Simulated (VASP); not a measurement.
Given:

```yaml
crystal:
  lattice:
    - [3.41623, 0.00000, 0.00000]
    - [0.00000, 3.41623, 0.00000]
    - [0.00000, 0.00000, 3.41623]
  atoms:
    - { symbol: Fe, position: [0.00000, 0.00000, 0.00000], spin: 2.8 }
    - { symbol: Ni, position: [0.00000, 0.50000, 0.50000], spin: 0.6 }
    - { symbol: Ni, position: [0.50000, 0.00000, 0.50000], spin: 0.6 }
    - { symbol: Ni, position: [0.50000, 0.50000, 0.00000], spin: 0.6 }
```

Computed with PBEsol GGA, VASP's PBE PAW potentials (set 64) (plane waves; VASP 6.6.1). Settings: 520 eV cut-off, 9×9×9 Γ-centred mesh, first-order Methfessel-Paxton smearing of 0.10 eV, potentials Fe Ni.

Predict the cell moment, energy per atom (σ→0), pressure, band gap (on the k-mesh) with the smallest direct gap where there is one.

| Property | Result |
|---|---|
| band gap (on the k-mesh) | none (metal, semimetal or under 0.01 eV) |
| cell moment | 4.46 μB |
| energy per atom (σ→0) | -6881 meV/atom |
| pressure | 15.77 GPa |

Give the moment on each site (PAW-sphere projection).

```tsv
site	moment (μB)
Fe1	2.73
Ni2	0.57
Ni3	0.57
Ni4	0.57
```

Total energies compare only between runs with the same potentials, cut-off and functional.

The compound is Ni3Fe in the L1_2 structure. This cell is one point of a volume scan, at 0.94 of the reference volume.
